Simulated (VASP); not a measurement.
VASP runs on Y share one base input (PBE GGA, plane waves, VASP's PBE PAW potentials (set 64)) and change the settings named in each case.

### KPOINTS
```
Regular mesh
0
Gamma
 8 8 1
0 0 0
```

### INCAR
```
# general
SYSTEM  = Y
PREC    = Accurate
ENCUT   = 300
LREAL   = .False.   # projection in real space or not
LASPH   = .True.   # aspherical one-centre terms

# electronic loop
EDIFF   = 1E-6   # SCF stop (eV)
NELM    = 100   # most electronic steps
ALGO    = Normal
LMAXMIX = 4

# smearing
ISMEAR  = 0   # Gaussian
SIGMA   = 0.2   # width (eV)

# functional
GGA     = PE

# ions
ISIF    = 2

# output
LWAVE   = .False.
LCHARG  = .False.
```

**POSCAR**
```
Y
1.0
  3.6500000000   0.0000000000   0.0000000000
 -1.8250000000   3.1609930000   0.0000000000
  0.0000000000   0.0000000000  20.5950000000
Y
4
Cartesian
  1.8250018250   1.0536632797   8.8649941800
 -0.0000018250   2.1073297203   6.0000031350
  1.8250018250   1.0536632797  14.5949968650
 -0.0000018250   2.1073297203  11.7300058200
```

POTCAR, in this order: Y_sv (PBE.64 set). Program: vasp_std.

| change | E(σ→0) (eV/atom) | largest force (eV/Å) | −TS (eV) |
|---|---|---|---|
| base run | -6.0630 | 0.203 | -0.2013 |
| GGA = PS | -6.3994 | (withheld) | -0.2013 |
| GGA_COMPAT = .FALSE., LNONCOLLINEAR = .TRUE., LSORBIT = .TRUE., MAGMOM = 0.0 0.0 0.0 0.0 0.0 0.0 0.0 0.0 0.0 0.0 0.0 0.0, program vasp_ncl | -6.1119 | (withheld) | (withheld) |
| KPOINTS 1×1×1 Γ-centred mesh | -7.8015 | 3.253 | -0.2018 |

**Question.** What belongs in the gaps?

**Answer.** 
- GGA_COMPAT = .FALSE., LNONCOLLINEAR = .TRUE., LSORBIT = .TRUE., MAGMOM = 0.0 0.0 0.0 0.0 0.0 0.0 0.0 0.0 0.0 0.0 0.0 0.0, program vasp_ncl, largest force (eV/Å): 0.202
- GGA_COMPAT = .FALSE., LNONCOLLINEAR = .TRUE., LSORBIT = .TRUE., MAGMOM = 0.0 0.0 0.0 0.0 0.0 0.0 0.0 0.0 0.0 0.0 0.0 0.0, program vasp_ncl, −TS (eV): -0.2009
- GGA = PS, largest force (eV/Å): 0.324

Energies of different potentials or functionals have different zeros.  The cell holds a wide vacuum, so values per volume refer to the whole cell.

Left out are runs that ran out of time, are held back, or changed the cell or the kind of run, fixed moments of cells without a moment, rows past the twelfth, gaps on odd meshes, pressures of charged cells and columns that move by less than the noise.

The cell is a sheet or thin cut with vacuum, built from a generated structure.
